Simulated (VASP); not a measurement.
Input:

```
Ti
1.0
    0.00000     2.05329     2.05329
    2.05329     0.00000     2.05329
    2.05329     2.05329     0.00000
Ti
1
Direct
  0.00000   0.00000   0.00000
```

These are SCAN meta-GGA, VASP's PBE PAW potentials (set 64) (plane waves; VASP 6.6.1) values and carry that method's errors. Numerical set-up: 400 eV cut-off, 17×17×17 Γ-centred mesh, tetrahedra with Blöchl corrections, potentials Ti_sv.

Estimate the energy per atom (σ→0), band gap (over mesh and band path) with the smallest direct gap where there is one.

The band gap (over mesh and band path) comes out as none (metal, semimetal or under 0.01 eV) and the energy per atom (σ→0) is -15.962 eV/atom.

Only differences to runs with the same potentials and settings are physical.

The structure comes from a measured Ti entry (Fm-3m) of the Crystallography Open Database, whose conditions weren't checked. It was relaxed first.
